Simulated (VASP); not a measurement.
These are PBE GGA, VASP's PBE PAW potentials (set 64) (plane waves; VASP 6.6.1) values and carry that method's errors.

The input files of a VASP run:

KPOINTS:
```
Automatic mesh
0
G
1 1 1
```

### POSCAR
```
Ga31SnAs31
1.0
 11.5222104216   0.0000000000   0.0000000000
  0.0000000000  11.5222104216   0.0000000000
  0.0000000000   0.0000000000  11.5222104216
Ga As Sn
31 31 1
Cartesian
  5.7611052108   0.0000000000   0.0000000000
  8.6416578162   2.8805526054   0.0000000000
  8.6416578162   0.0000000000   2.8805526054
  0.0000000000   0.0000000000   0.0000000000
  2.8805526054   2.8805526054   0.0000000000
  5.7611052108   5.7611052108   0.0000000000
  8.6416578162   8.6416578162   0.0000000000
  2.8805526054   0.0000000000   2.8805526054
  5.8035530340   2.8690995282   2.8596397935
  8.6535602596   5.7578213808   2.8556070198
  5.7611052108   0.0000000000   5.7611052108
  8.6457712453   2.9272636464   5.7696546909
  8.6416578162   0.0000000000   8.6416578162
  0.0000000000   5.7611052108   0.0000000000
  2.8805526054   8.6416578162   0.0000000000
  0.0000000000   2.8805526054   2.8805526054
  2.8805526054   5.7611052108   2.8805526054
  5.7611052108   8.6416578162   2.8805526054
  0.0000000000   0.0000000000   5.7611052108
  2.8805526054   2.8805526054   5.7611052108
  8.6416578162   8.6416578162   5.7611052108
  2.8805526054   0.0000000000   8.6416578162
  5.7611052108   2.8805526054   8.6416578162
  8.6416578162   5.7611052108   8.6416578162
  0.0000000000   8.6416578162   2.8805526054
  0.0000000000   5.7611052108   5.7611052108
  2.8805526054   8.6416578162   5.7611052108
  0.0000000000   2.8805526054   8.6416578162
  2.8805526054   5.7611052108   8.6416578162
  5.7611052108   8.6416578162   8.6416578162
  0.0000000000   8.6416578162   8.6416578162
  7.2013815135   1.4402763027   1.4402763027
 10.0819341189   4.3208289081   1.4402763027
 10.0819341189   1.4402763027   4.3208289081
  1.4402763027   1.4402763027   1.4402763027
  4.3208289081   4.3208289081   1.4402763027
  7.2013815135   7.2013815135   1.4402763027
 10.0819341189  10.0819341189   1.4402763027
  4.3208289081   1.4402763027   4.3208289081
 10.0819341189   7.2013815135   4.3208289081
  7.2013815135   1.4402763027   7.2013815135
 10.0819341189   4.3208289081   7.2013815135
 10.0819341189   1.4402763027  10.0819341189
  1.4402763027   7.2013815135   1.4402763027
  4.3208289081  10.0819341189   1.4402763027
  1.4402763027   4.3208289081   4.3208289081
  4.3208289081   7.2013815135   4.3208289081
  7.2013815135  10.0819341189   4.3208289081
  1.4402763027   1.4402763027   7.2013815135
  4.3208289081   4.3208289081   7.2013815135
  7.2013815135   7.2013815135   7.2013815135
 10.0819341189  10.0819341189   7.2013815135
  4.3208289081   1.4402763027  10.0819341189
  7.2013815135   4.3208289081  10.0819341189
 10.0819341189   7.2013815135  10.0819341189
  1.4402763027  10.0819341189   4.3208289081
  1.4402763027   7.2013815135   7.2013815135
  4.3208289081  10.0819341189   7.2013815135
  1.4402763027   4.3208289081  10.0819341189
  4.3208289081   7.2013815135  10.0819341189
  7.2013815135  10.0819341189  10.0819341189
  1.4402763027  10.0819341189  10.0819341189
  5.7945657099   5.7280134225   5.8023547241
```

INCAR:
```
ALGO  =  Fast
EDIFF  =  1E-5
EDIFFG  =  -0.03
ENCUT  =  400
GGA  =  PE
IBRION  =  2
ISIF  =  2
ISMEAR  =  0
ISPIN  =  2
ISYM  =  0
LASPH  =  .TRUE.
LCHARG  =  .FALSE.
LMAXMIX  =  4
LORBIT  =  10
LREAL  =  Auto
LWAVE  =  .TRUE.
MAGMOM  =  63*0.0159
NELECT  =  253.0
NELM  =  100
NELMIN  =  4
NSW  =  70
NUPDOWN  =  1
PREC  =  Normal
SIGMA  =  0.05
SYSTEM  =  Ga31SnAs31
```

POTCAR, in this order: Ga As Sn (PBE.64 set). Program: vasp_gam.

Output of the run:

**OSZICAR**
```
...
RMM:   3    -0.250696380103E+03   -0.13578E-02   -0.13829E-02   672   0.206E-01    0.848E-02
RMM:   4    -0.250696445710E+03   -0.65607E-04   -0.17666E-03   656   0.784E-02    0.534E-02
RMM:   5    -0.250696461579E+03   -0.15869E-04   -0.49007E-04   645   0.410E-02    0.171E-02
RMM:   6    -0.250696471711E+03   -0.10132E-04   -0.11013E-04   595   0.186E-02    0.108E-02
RMM:   7    -0.250696472020E+03   -0.30926E-06   -0.29187E-05   440   0.886E-03
   8 F= -.25069647E+03 E0= -.25069645E+03  d E =-.403896E-01  mag=     1.0000
       N       E                     dE             d eps       ncg     rms          rms(c)
DAV:   1    -0.250712974124E+03   -0.16502E-01   -0.65254E-01   680   0.146E+00    0.236E-01
RMM:   2    -0.250715627553E+03   -0.26534E-02   -0.33494E-02   640   0.329E-01    0.828E-02
RMM:   3    -0.250716223576E+03   -0.59602E-03   -0.58331E-03   676   0.135E-01    0.581E-02
RMM:   4    -0.250716274475E+03   -0.50898E-04   -0.78801E-04   666   0.508E-02    0.363E-02
RMM:   5    -0.250716289537E+03   -0.15063E-04   -0.19680E-04   651   0.260E-02    0.114E-02
RMM:   6    -0.250716293743E+03   -0.42060E-05   -0.41941E-05   476   0.118E-02
   9 F= -.25071629E+03 E0= -.25071627E+03  d E =-.198217E-01  mag=     1.0000
       N       E                     dE             d eps       ncg     rms          rms(c)
DAV:   1    -0.250719553383E+03   -0.32638E-02   -0.83968E-01   664   0.166E+00    0.268E-01
RMM:   2    -0.250722966981E+03   -0.34136E-02   -0.43280E-02   640   0.374E-01    0.948E-02
RMM:   3    -0.250723738868E+03   -0.77189E-03   -0.75711E-03   676   0.153E-01    0.666E-02
RMM:   4    -0.250723805671E+03   -0.66802E-04   -0.10258E-03   662   0.580E-02    0.412E-02
RMM:   5    -0.250723826486E+03   -0.20816E-04   -0.25849E-04   652   0.297E-02    0.130E-02
RMM:   6    -0.250723832047E+03   -0.55611E-05   -0.56743E-05   509   0.135E-02
  10 F= -.25072383E+03 E0= -.25072380E+03  d E =-.273600E-01  mag=     1.0000
       N       E                     dE             d eps       ncg     rms          rms(c)
DAV:   1    -0.250733552770E+03   -0.97263E-02   -0.53935E-01   680   0.132E+00    0.183E-01
RMM:   2    -0.250735170748E+03   -0.16180E-02   -0.22031E-02   640   0.266E-01    0.784E-02
RMM:   3    -0.250735620164E+03   -0.44942E-03   -0.42890E-03   683   0.111E-01    0.550E-02
RMM:   4    -0.250735665533E+03   -0.45369E-04   -0.52241E-04   665   0.412E-02    0.340E-02
RMM:   5    -0.250735681373E+03   -0.15840E-04   -0.13601E-04   638   0.217E-02    0.964E-03
RMM:   6    -0.250735684271E+03   -0.28985E-05   -0.28521E-05   442   0.981E-03
  11 F= -.25073568E+03 E0= -.25073564E+03  d E =-.118522E-01  mag=     1.0000
       N       E                     dE             d eps       ncg     rms          rms(c)
DAV:   1    -0.250738308687E+03   -0.26273E-02   -0.48071E-01   688   0.124E+00    0.173E-01
RMM:   2    -0.250739755992E+03   -0.14473E-02   -0.19848E-02   640   0.252E-01    0.740E-02
RMM:   3    -0.250740165719E+03   -0.40973E-03   -0.39241E-03   684   0.105E-01    0.523E-02
RMM:   4    -0.250740205244E+03   -0.39525E-04   -0.46483E-04   666   0.390E-02    0.320E-02
RMM:   5    -0.250740220270E+03   -0.15026E-04   -0.12673E-04   634   0.206E-02    0.913E-03
RMM:   6    -0.250740222752E+03   -0.24821E-05   -0.26180E-05   433   0.930E-03
  12 F= -.25074022E+03 E0= -.25074017E+03  d E =-.163907E-01  mag=     1.0000
       N       E                     dE             d eps       ncg     rms          rms(c)
DAV:   1    -0.250740268855E+03   -0.48585E-04   -0.27023E-02   736   0.295E-01    0.414E-02
RMM:   2    -0.250740355530E+03   -0.86676E-04   -0.11520E-03   640   0.607E-02    0.179E-02
RMM:   3    -0.250740379935E+03   -0.24405E-04   -0.22636E-04   660   0.253E-02    0.129E-02
RMM:   4    -0.250740382452E+03   -0.25167E-05   -0.26478E-05   428   0.942E-03
  13 F= -.25074038E+03 E0= -.25074033E+03  d E =-.165504E-01  mag=     1.0000
       N       E                     dE             d eps       ncg     rms          rms(c)
DAV:   1    -0.250743622583E+03   -0.32426E-02   -0.16146E-01   672   0.745E-01    0.138E-01
RMM:   2    -0.250744486354E+03   -0.86377E-03   -0.10525E-02   640   0.185E-01    0.461E-02
RMM:   3    -0.250744658776E+03   -0.17242E-03   -0.17551E-03   682   0.751E-02    0.308E-02
RMM:   4    -0.250744661675E+03   -0.28990E-05   -0.20749E-04   655   0.281E-02    0.167E-02
RMM:   5    -0.250744665165E+03   -0.34899E-05   -0.60176E-05   544   0.147E-02
  14 F= -.25074467E+03 E0= -.25074459E+03  d E =-.428271E-02  mag=     1.0000
       N       E                     dE             d eps       ncg     rms          rms(c)
DAV:   1    -0.250745005526E+03   -0.34385E-03   -0.63466E-02   704   0.467E-01    0.875E-02
RMM:   2    -0.250745355773E+03   -0.35025E-03   -0.42535E-03   640   0.117E-01    0.295E-02
RMM:   3    -0.250745430001E+03   -0.74228E-04   -0.72897E-04   683   0.481E-02    0.200E-02
RMM:   4    -0.250745432008E+03   -0.20064E-05   -0.84858E-05   579   0.181E-02
  15 F= -.25074543E+03 E0= -.25074534E+03  d E =-.504956E-02  mag=     1.0000
       N       E                     dE             d eps       ncg     rms          rms(c)
DAV:   1    -0.250747467287E+03   -0.20373E-02   -0.12410E-01   672   0.650E-01    0.109E-01
RMM:   2    -0.250748021371E+03   -0.55408E-03   -0.66614E-03   640   0.149E-01    0.401E-02
RMM:   3    -0.250748145639E+03   -0.12427E-03   -0.11954E-03   688   0.610E-02    0.275E-02
RMM:   4    -0.250748149435E+03   -0.37963E-05   -0.13071E-04   642   0.223E-02    0.161E-02
RMM:   5    -0.250748153222E+03   -0.37866E-05   -0.49905E-05   505   0.128E-02
  16 F= -.25074815E+03 E0= -.25074804E+03  d E =-.272121E-02  mag=     1.0000
       N       E                     dE             d eps       ncg     rms          rms(c)
DAV:   1    -0.250748121771E+03    0.27664E-04   -0.13578E-01   672   0.680E-01    0.114E-01
RMM:   2    -0.250748742130E+03   -0.62036E-03   -0.74370E-03   640   0.157E-01    0.417E-02
RMM:   3    -0.250748882790E+03   -0.14066E-03   -0.13379E-03   689   0.645E-02    0.290E-02
RMM:   4    -0.250748886403E+03   -0.36130E-05   -0.14610E-04   649   0.237E-02    0.160E-02
RMM:   5    -0.250748891211E+03   -0.48077E-05   -0.54457E-05   516   0.134E-02
  17 F= -.25074889E+03 E0= -.25074874E+03  d E =-.345920E-02  mag=     1.0000
       N       E                     dE             d eps       ncg     rms          rms(c)
DAV:   1    -0.250750362578E+03   -0.14762E-02   -0.10200E-01   688   0.592E-01    0.901E-02
RMM:   2    -0.250750769094E+03   -0.40652E-03   -0.48602E-03   640   0.129E-01    0.349E-02
RMM:   3    -0.250750859441E+03   -0.90347E-04   -0.85407E-04   688   0.530E-02    0.244E-02
RMM:   4    -0.250750866472E+03   -0.70309E-05   -0.10150E-04   628   0.197E-02    0.125E-02
RMM:   5    -0.250750870498E+03   -0.40261E-05   -0.27365E-05   420   0.102E-02
  18 F= -.25075087E+03 E0= -.25075070E+03  d E =-.197929E-02  mag=     1.0000
       N       E                     dE             d eps       ncg     rms          rms(c)
DAV:   1    -0.250750928368E+03   -0.61896E-04   -0.55767E-02   688   0.438E-01    0.668E-02
RMM:   2    -0.250751156418E+03   -0.22805E-03   -0.26880E-03   640   0.960E-02    0.261E-02
RMM:   3    -0.250751208257E+03   -0.51838E-04   -0.47597E-04   691   0.395E-02    0.184E-02
RMM:   4    -0.250751212575E+03   -0.43188E-05   -0.56619E-05   508   0.147E-02
  19 F= -.25075121E+03 E0= -.25075102E+03  d E =-.232136E-02  mag=     1.0000
       N       E                     dE             d eps       ncg     rms          rms(c)
DAV:   1    -0.250752330504E+03   -0.11222E-02   -0.62899E-02   688   0.466E-01    0.853E-02
RMM:   2    -0.250752659515E+03   -0.32901E-03   -0.39680E-03   640   0.115E-01    0.293E-02
RMM:   3    -0.250752727759E+03   -0.68244E-04   -0.66962E-04   680   0.470E-02    0.195E-02
RMM:   4    -0.250752730110E+03   -0.23513E-05   -0.81934E-05   585   0.176E-02
  20 F= -.25075273E+03 E0= -.25075254E+03  d E =-.151753E-02  mag=     1.0000
```

**OUTCAR**
```
------------------------ aborting loop because EDIFF is reached ----------------------------------------
  FORCE on cell =-STRESS in cart. coord.  units (eV):
  Direction    XX          YY          ZZ          XY          YZ          ZX
  --------------------------------------------------------------------------------------
  Total       26.2883841     26.2359509     26.2330381      2.0241156     -2.0618755      2.0379684
  in kB       27.5338579     27.4789406     27.4758898      2.1200128     -2.1595617      2.1345219
  external PRESSURE =      27.4962294 kB  Pullay stress =       0.0000000 kB
  volume of cell :     1529.70
      direct lattice vectors                 reciprocal lattice vectors
    11.522210422  0.000000000  0.000000000     0.086788903  0.000000000  0.000000000
     0.000000000 11.522210422  0.000000000     0.000000000  0.086788903  0.000000000
     0.000000000  0.000000000 11.522210422     0.000000000  0.000000000  0.086788903
  FREE ENERGIE OF THE ION-ELECTRON SYSTEM (eV)
  ---------------------------------------------------
  free  energy   TOTEN  =      -250.7527301101 eV

  energy  without entropy=     -250.7523421653  energy(sigma->0) =     -250.75253614

 total charge

# of ion       s       p       d       tot
------------------------------------------
    1        1.082   1.126   0.123   2.332
    2        1.097   1.138   0.127   2.362
    3        1.096   1.137   0.127   2.361
    4        1.097   1.126   0.124   2.347
    5        1.089   1.121   0.123   2.332
    6        1.104   1.132   0.125   2.361
    7        1.089   1.122   0.123   2.333
    8        1.088   1.121   0.123   2.332
    9        1.135   1.006   0.097   2.238
   10        1.134   1.012   0.098   2.244
   11        1.104   1.132   0.125   2.360
   12        1.135   1.005   0.097   2.237
   13        1.088   1.121   0.123   2.332
   14        1.083   1.127   0.124   2.334
   15        1.092   1.132   0.126   2.350
   16        1.097   1.137   0.127   2.361
   17        1.095   1.142   0.127   2.364
   18        1.096   1.141   0.127   2.364
   19        1.083   1.126   0.123   2.332
   20        1.096   1.141   0.127   2.364
   21        1.096   1.142   0.127   2.365
   22        1.091   1.132   0.126   2.350
   23        1.096   1.142   0.127   2.364
   24        1.095   1.143   0.128   2.366
   25        1.088   1.121   0.123   2.333
   26        1.104   1.132   0.125   2.361
   27        1.083   1.134   0.125   2.342
   28        1.089   1.120   0.123   2.332
   29        1.082   1.135   0.126   2.343
   30        1.083   1.135   0.126   2.343
   31        1.092   1.133   0.126   2.350
   32        1.221   1.575   0.025   2.821
   33        1.221   1.575   0.025   2.821
   34        1.221   1.575   0.025   2.820
   35        1.221   1.584   0.024   2.829
   36        1.226   1.569   0.025   2.820
   37        1.226   1.570   0.025   2.821
   38        1.221   1.585   0.024   2.829
   39        1.226   1.570   0.025   2.821
   40        1.226   1.570   0.025   2.821
   41        1.226   1.569   0.025   2.820
   42        1.226   1.569   0.025   2.820
   43        1.221   1.585   0.024   2.830
   44        1.216   1.588   0.025   2.829
   45        1.217   1.588   0.025   2.829
   46        1.229   1.587   0.024   2.840
   47        1.223   1.567   0.024   2.814
   48        1.229   1.587   0.024   2.840
   49        1.216   1.588   0.025   2.829
   50        1.223   1.566   0.024   2.814
   51        1.223   1.567   0.024   2.814
   52        1.217   1.588   0.025   2.830
   53        1.216   1.588   0.025   2.829
   54        1.229   1.587   0.024   2.841
   55        1.216   1.589   0.025   2.830
   56        1.223   1.559   0.024   2.806
   57        1.221   1.586   0.025   2.832
   58        1.221   1.586   0.025   2.831
   59        1.223   1.560   0.024   2.806
   60        1.221   1.586   0.025   2.832
   61        1.223   1.560   0.024   2.806
   62        1.227   1.586   0.024   2.836
   63        1.505   1.362   0.103   2.970
--------------------------------------------------
tot         73.378  84.986   4.660 163.024

 magnetization (x)

# of ion       s       p       d       tot
------------------------------------------
    1        0.003   0.001   0.002   0.006
    2        0.006   0.000   0.001   0.007
    3        0.005   0.000   0.001   0.006
    4        0.002   0.002  -0.000   0.004
    5        0.007   0.003   0.000   0.010
    6        0.001   0.001  -0.000   0.001
    7        0.007   0.003   0.000   0.010
    8        0.006   0.003   0.000   0.009
    9        0.013   0.028  -0.000   0.041
   10        0.011   0.026  -0.000   0.037
   11        0.001   0.001  -0.000   0.001
   12        0.013   0.028  -0.000   0.042
   13        0.006   0.003   0.000   0.009
   14        0.004   0.000   0.002   0.006
   15        0.004  -0.000   0.001   0.004
   16        0.006   0.000   0.001   0.007
   17        0.005   0.001   0.001   0.007
   18        0.005   0.001   0.001   0.007
...
```
(Selected blocks of OUTCAR.)

CONTCAR:
```
Ga31SnAs31
   1.00000000000000
    11.5222104216000005    0.0000000000000000    0.0000000000000000
     0.0000000000000000   11.5222104216000005    0.0000000000000000
     0.0000000000000000    0.0000000000000000   11.5222104216000005
  Ga              As              Sn
    31    31     1
Direct
     0.4974502259102155    0.0011937376022441    0.0012212375544427
     0.7487874184770216    0.2511335515657727    0.9976057408331835
     0.7491270369917720    0.9975613830500067    0.2512636703918562
     0.0006114884785905    0.9995543857845396    0.9994160480222534
     0.2493194098139471    0.2490564927010098    0.0006517458794089
     0.5006756025027946    0.4992359507091932    0.9985542249280922
     0.7509568604925980    0.7507972197208475    0.0005140477492582
     0.2494195816943799    0.0006910668947576    0.2490867583935951
     0.4902101354725318    0.2404176824802697    0.2405325101201054
     0.7609936623493646    0.5112400586221986    0.2390675107244644
     0.5005619619387921    0.9985048790275408    0.4994629523841548
     0.7592339121460102    0.2406498781007601    0.5098240878180492
     0.7509942282495881    0.0006747360283687    0.7507467749670532
     0.9990996753025223    0.5028371758709569    0.0009318521380717
     0.2491606518021247    0.7509842769653402    0.9999837017283655
     0.0024231970607369    0.2510869565546219    0.2513822553404350
     0.2479473126362730    0.5019057060722657    0.2507163283946481
     0.4983192172469069    0.7521111801072872    0.2507966181832036
     0.9990903493235793    0.0009936071308340    0.5028436764958374
     0.2479310295839907    0.2507656613505952    0.5018685774679702
     0.7493559993459297    0.7521828724173326    0.5017552235332937
     0.2491937905287587    0.9998761679833658    0.7510789502274159
     0.4982085766491520    0.2507651875890136    0.7521302397968345
     0.7494047799864989    0.5017563529039277    0.7522061922692745
     0.9995905776907278    0.7509046588519941    0.2491016206283596
     0.0014564218600397    0.4992536738559670    0.4994532821706810
     0.2496352376834814    0.7503035000985581    0.5039435768171538
     0.9993375644258945    0.2490290585740720    0.7508079598880660
     0.2496642090362959    0.5038356764724453    0.7505372595221163
     0.4964577248821525    0.7503737257477753    0.7505357173017394
     0.0000431816366281    0.7508314812398272    0.7509844742549486
     0.6283408039464509    0.1248844422663837    0.1251060317461992
     0.8754331711431400    0.3717127936776526    0.1246502652428419
     0.8751169755776019    0.1248977435425693    0.3721740558871494
     0.1247376540148604    0.1250352553652109    0.1250970785809879
     0.3745472845817248    0.3771880909435595    0.1252648737520504
     0.6228161190052023    0.6256115811949265    0.1250820719194457
     0.8750710857322520    0.8752755985985060    0.1249725206796951
     0.3744995861872789    0.1252005517441069    0.3773195339804852
     0.8750078209754840    0.6256093040299416    0.3772536174091212
     0.6227283808937742    0.1251249460180995    0.6256304926239169
     0.8748023168635951    0.3772363477835941    0.6255920338439256
     0.8749613463381681    0.1249952257500058    0.8753953574619282
     0.1246637187638256    0.6257535186296033    0.1250807658675982
     0.3744075866836766    0.8754458723265470    0.1251286714621517
     0.1258265624599341    0.3753627643606047    0.3753522794813006
     0.3722827811763958    0.6277679528990313    0.3725782281893692
     0.6247249490234300    0.8742666684693395    0.3754146559283419
     0.1247166737478544    0.1250813216841702    0.6258484558819115
     0.3721714440798486    0.3726578572139059    0.6279498813460473
     0.6278524304075724    0.6279063048937000    0.6280088135161551
     0.8749608295057278    0.8753640644282942    0.6257611338683436
     0.3743768905064393    0.1251120432148286    0.8754942877493939
     0.6247284619792550    0.3753193047099818    0.8742918268253526
     0.8749309431151573    0.6256898197597469    0.8754194929164950
     0.1249605294217658    0.8752217113539665    0.3765700458671702
     0.1239697704434139    0.6252796154194169    0.6254566737696151
     0.3746776946333450    0.8758474097109538    0.6255066688161903
     0.1248484790351958    0.3765209455871514    0.8751830080234274
     0.3747313676895134    0.6253712283975006    0.8760533740191222
     0.6235519455412807    0.8753057382580800    0.8752249334458445
     0.1252022830903980    0.8748160340613693    0.8748864076260037
     0.5226690922371404    0.4775330016335647    0.4775896463480900
```

The cell is charged, with a uniform compensating background. The supercell is sampled at Γ alone, which is coarse: total energies, pressure and levels can be off, energies of defects by several tenths of an eV.

The cell is a supercell with a defect, built from GaAs (zinc blende): Sn_Ga-vac_As, charge -1.
